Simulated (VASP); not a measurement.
Input:

```
SrTe
1.0
    0.00000     3.35583     3.35583
    3.35583     0.00000     3.35583
    3.35583     3.35583     0.00000
Sr Te
1 1
Direct
  0.00000   0.00000   0.00000
  0.50000   0.50000   0.50000
```

Level of theory: LDA (Ceperley-Alder, Perdew-Zunger), VASP's LDA PAW potentials (set 64) (plane waves; VASP 6.6.1). Run with 400 eV cut-off, 6×6×6 Γ-centred mesh, Gaussian smearing of 0.050 eV, potentials Sr_sv Te.

Energy and stress use the plane-wave basis of the starting cell.

**Question.** The ions, cell shape and volume are relaxed. Which structure does the run end with?

**Answer.** 
```
SrTe
1.0
    0.00000     3.26723     3.26723
    3.26723     0.00000     3.26723
    3.26723     3.26723     0.00000
Sr Te
1 1
Cartesian
  0.00000   0.00000   0.00000
  3.26723   3.26723   3.26723
```
Space group Fm-3m (225), at a tolerance of 0.03 Å.

**Question.** How do energy and volume change from the first to the last step?

**Answer.** The energy (σ→0) changes by -25.8 meV/atom and the volume by -7.7 %, in 3 ionic steps.

| step | E(σ→0) (eV) | max force (eV/Å) | pressure (GPa) | volume (Å³) |
|---|---|---|---|---|
| 1 | -9.2059 | 0.000 | -2.65 | 75.58 |
| 2 | -9.2564 | 0.000 | 0.47 | 68.95 |
| 3 | -9.2576 | 0.000 | 0.00 | 69.75 |

The structure comes from a computed database's SrTe entry (Fm-3m); how it stands against other phases isn't given here. This run relaxes it. Symmetry was kept, so distortions that lower it aren't found.
